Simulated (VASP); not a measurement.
**ScF3: NMR shieldings**

Wanted: the shieldings and field gradients at the nuclei of ScF3. The cell has space group Pm-3m. The start is a cell from a database of measured crystal structures.

Main program and level: VASP 6.6.1; LDA; plane waves and PAW (Sc_sv, F), in the first sound run; inputs show where later runs differ.

### 1. The starting structure

Symmetry: Pm-3m, No. 221, cubic system. Conventional cell: a = 4.012 Å, b = 4.012 Å, c = 4.012 Å, α = 90.00°, β = 90.00°, γ = 90.00°. Nearest to Sc lie 6 F at 2.01 Å. F has 2 Sc at 2.01 Å nearest. Farther neighbours and most contacts between anions are not listed.

As a file:

```cif
data_structure
_symmetry_space_group_name_H-M 'P 1'
_symmetry_Int_Tables_number 1
_cell_length_a 4.0125
_cell_length_b 4.0125
_cell_length_c 4.0125
_cell_angle_alpha 90.000
_cell_angle_beta 90.000
_cell_angle_gamma 90.000
_cell_volume 64.60
loop_
_atom_site_label
_atom_site_type_symbol
_atom_site_fract_x
_atom_site_fract_y
_atom_site_fract_z
_atom_site_occupancy
Sc1 Sc 0.00000 0.00000 0.00000 1
F2 F 0.00000 0.00000 0.50000 1
F3 F 0.00000 0.50000 0.00000 1
F4 F 0.50000 0.00000 0.00000 1
```

### 2. Ground state

The next steps need an insulator, so the gap is checked first.

File INCAR:

```
SYSTEM = ScF3
PREC = Accurate
ENCUT = 520
EDIFF = 1E-07
NELM = 100
ISMEAR = 0
SIGMA = 0.01
LREAL = .FALSE.
ALGO = Normal
GGA = CA
NBANDS = 22
LASPH = .TRUE.
LORBIT = 11
LWAVE = .FALSE.
LCHARG = .FALSE.
KPAR = 2
```

File POSCAR:

```
ScF3
1.0
    4.0124500000      0.0000000000      0.0000000000
    0.0000000000      4.0124500000      0.0000000000
    0.0000000000      0.0000000000      4.0124500000
Sc F
1 3
Direct
    0.0000000000      0.0000000000      0.0000000000
    0.0000000000      0.0000000000      0.5000000000
    0.0000000000      0.5000000000      0.0000000000
    0.5000000000      0.0000000000      0.0000000000
```

File KPOINTS:

```
Automatic mesh
0
Gamma
5 5 5
0 0 0
```

The projector-augmented-wave data sets are Sc_sv and F (PBE family, release 64).

The run is started by

```console
> mpirun -np 2 vasp_std
```

The log of the run:

```text
[banner, memory and clock lines left out]
running    2 mpi-ranks, on    1 nodes
 distrk:  each k-point on    1 cores,    2 groups
 distr:  one band on    1 cores,    1 groups

 POSCAR found type information on POSCAR ScF
 POSCAR found :  2 types and       4 ions
|                                                                             |
|               ----> ADVICE to this user running VASP <----                  |
|                                                                             |
|     You enforced a specific xc type in the INCAR file but a different       |
|     [... a line on the potential file left out ...]
|     I HOPE YOU KNOW WHAT YOU ARE DOING!                                     |
|                                                                             |

 LDA part: xc-table for (Slater(with rela. corr.)+CA(PZ))
 , standard interpolation
 POSCAR, INCAR and KPOINTS ok, starting setup
 FFT: planning ... GRIDC
 FFT: planning ... GRID_SOFT
 FFT: planning ... GRID
 WAVECAR not read
 entering main loop
       N       E                     dE             d eps       ncg     rms          rms(c)
DAV:   1     0.430408592424E+03    0.43041E+03   -0.15669E+04   440   0.149E+03
DAV:   2     0.124589741593E+02   -0.41795E+03   -0.40054E+03   556   0.465E+02
DAV:   3    -0.326841548385E+02   -0.45143E+02   -0.44559E+02   620   0.168E+02
DAV:   4    -0.338900966048E+02   -0.12059E+01   -0.12042E+01   578   0.285E+01
DAV:   5    -0.339206946816E+02   -0.30598E-01   -0.30593E-01   570   0.429E+00    0.163E+01
DAV:   6    -0.298648405316E+02    0.40559E+01   -0.13731E+01   690   0.498E+01    0.746E+00
DAV:   7    -0.297988938766E+02    0.65947E-01   -0.11952E+00   616   0.775E+00    0.430E+00
DAV:   8    -0.297493612764E+02    0.49533E-01   -0.38982E-01   656   0.608E+00    0.103E+00
DAV:   9    -0.297360338270E+02    0.13327E-01   -0.39050E-02   536   0.154E+00    0.308E-01
DAV:  10    -0.297356735918E+02    0.36024E-03   -0.49937E-03   566   0.106E+00    0.183E-01
DAV:  11    -0.297354033881E+02    0.27020E-03   -0.49372E-03   642   0.824E-01    0.103E-01
DAV:  12    -0.297353073921E+02    0.95996E-04   -0.82774E-04   598   0.462E-01    0.342E-02
DAV:  13    -0.297352954467E+02    0.11945E-04   -0.36208E-05   570   0.817E-02    0.196E-02
DAV:  14    -0.297352885631E+02    0.68836E-05   -0.33359E-05   630   0.694E-02    0.254E-03
DAV:  15    -0.297352885900E+02   -0.26897E-07   -0.10626E-06   580   0.114E-02    0.612E-04
DAV:  16    -0.297352885894E+02    0.58708E-09   -0.36832E-08   286   0.169E-03
   1 F= -.29735289E+02 E0= -.29735289E+02  d E =-.140817E-82
```

It took 6.2 s on 2 MPI ranks of AMD EPYC 7R13 (Zen 3), shared host; peak memory 0.23 GiB.

Lines that name or quote the potential files are left out of all logs, and their timing lines are given in words.

From OUTCAR (step 2):

```text
ion  position               nearest neighbor table
   1  0.000  0.000  0.000-   2 2.01   3 2.01   4 2.01   2 2.01   3 2.01   4 2.01
   2  0.000  0.000  0.500-   1 2.01   1 2.01
   3  0.000  0.500  0.000-   1 2.01   1 2.01
   4  0.500  0.000  0.000-   1 2.01   1 2.01

  LATTYP: Found a simple cubic cell.
 ALAT       =     4.0124500000

 Subroutine GETGRP returns: Found 48 space group operations
 (whereof 48 operations were pure point group operations)

The static configuration has the point symmetry O_h .

 Found     10 irreducible k-points:

   k-points           NKPTS =     10   k-points in BZ     NKDIM =     10   number of bands    NBANDS=     22

   dimension x,y,z NGX =    30 NGY =   30 NGZ =   30
   dimension x,y,z NGXF=    60 NGYF=   60 NGZF=   60

   ENCUT  =  520.0 eV  38.22 Ry    6.18 a.u.   7.46  7.46  7.46*2*pi/ulx,y,z

   NELECT =      32.0000    total number of electrons

 k-points in reciprocal lattice and weights: Automatic mesh
   0.00000000  0.00000000  0.00000000       0.008
   0.20000000  0.00000000  0.00000000       0.048
   0.40000000  0.00000000  0.00000000       0.048
   0.20000000  0.20000000  0.00000000       0.096
   0.40000000  0.20000000  0.00000000       0.192
   0.40000000  0.40000000  0.00000000       0.096
   0.20000000  0.20000000  0.20000000       0.064
   0.40000000  0.20000000  0.20000000       0.192
   0.40000000  0.40000000  0.20000000       0.192
   0.40000000  0.40000000  0.40000000       0.064

 average (electrostatic) potential at core
       1 -50.7724       2 -79.4972       3 -79.4972       4 -79.4972

 E-fermi :  -3.8133

 k-point     1 :       0.0000    0.0000    0.0000
  band No.  band energies     occupation
    ...
     12      -4.4758      2.00000
     13      -4.4758      2.00000
     14      -4.4206      2.00000
     15      -4.4206      2.00000
     16      -4.4206      2.00000
     17       2.2882      0.00000
     18       2.2882      0.00000
     19       2.2882      0.00000
     20       3.7275      0.00000
     21       4.0543      0.00000
    ...

 k-point     2 :       0.2000    0.0000    0.0000
  band No.  band energies     occupation
    ...
     12      -4.6477      2.00000
     13      -4.6477      2.00000
     14      -4.5201      2.00000
     15      -4.4363      2.00000
     16      -4.4363      2.00000
     17       2.3024      0.00000
     18       2.6082      0.00000
     19       2.6082      0.00000
     20       4.0644      0.00000
     21       4.1904      0.00000
    ...

 k-point     3 :       0.4000    0.0000    0.0000
  band No.  band energies     occupation
    ...
     12      -4.9895      2.00000
     13      -4.9895      2.00000
     14      -4.5905      2.00000
     15      -4.4330      2.00000
     16      -4.4330      2.00000
     17       2.3255      0.00000
     18       3.1222      0.00000
     19       3.1222      0.00000
     20       4.0802      0.00000
     21       5.0773      0.00000
    ...

  Total       -0.9887507     -0.9887507     -0.9887507     -0.0000000     -0.0000000      0.0000000
  in kB      -24.5227110    -24.5227110    -24.5227110     -0.0000000     -0.0000000      0.0000000
  external PRESSURE =     -24.5227110 kB  Pullay stress =       0.0000000 kB

  energy-cutoff  :      520.00
  volume of cell :       64.60
      direct lattice vectors                 reciprocal lattice vectors
     4.012450000  0.000000000  0.000000000     0.249224289  0.000000000  0.000000000
     0.000000000  4.012450000  0.000000000     0.000000000  0.249224289  0.000000000
     0.000000000  0.000000000  4.012450000     0.000000000  0.000000000  0.249224289

 POSITION                                       TOTAL-FORCE (eV/Angst)
 -----------------------------------------------------------------------------------
      0.00000      0.00000      0.00000         0.000000      0.000000      0.000000
      0.00000      0.00000      2.00623         0.000000      0.000000      0.000000
      0.00000      2.00623      0.00000         0.000000      0.000000      0.000000
      2.00623      0.00000      0.00000         0.000000      0.000000      0.000000
 -----------------------------------------------------------------------------------
    total drift:                                0.000000      0.000000      0.000000

  FREE ENERGIE OF THE ION-ELECTRON SYSTEM (eV)
  ---------------------------------------------------
  free  energy   TOTEN  =       -29.7352885894 eV

  energy  without entropy=      -29.7352885894  energy(sigma->0) =      -29.73528859

 total charge
# of ion       s       p       d       tot
------------------------------------------
    1        2.201   6.276   0.990   9.467
    2        1.728   4.367   0.000   6.095
    3        1.728   4.367   0.000   6.095
    4        1.728   4.367   0.000   6.095
--------------------------------------------------
tot          7.386  19.377   0.990  27.753

[... 3 further parts left out ...]
```

The gap is read on the k-mesh alone, so it is an upper bound where the band edges lie off the mesh. The PAW data sets were made with PBE, though LDA sets exist; this is a small mismatch.

A gap read on the k-mesh alone can miss the band edges.

Numbers from this step:

```
free energy (TOTEN)            : -29.74 eV
Fermi energy                   : -3.813 eV
pressure                       : -2.452 GPa
gap on the k-mesh              : 6.237 eV
least direct gap on the k-mesh : 6.709 eV
```

The cell has a gap of 6.24 eV on this mesh and a pressure of -2.5 GPa, which holds the misfit of the given cell and coordinates with this functional, and any error of cutoff, mesh and data sets.

(Part 1 of 3 ends here.)

[Lines on the potential files, build, host, timing and source positions are cut from VASP's logs without a mark.]

[Logs are printed without paths, hosts, clocks, repeated set-up lines and the standing remarks that a program may print on its own settings, such as how far it seeks lower states.]

[Hosts, paths, dates, database ids (printed as entryN), source tags and the programs' standing remarks are cut or masked in the printed files.]
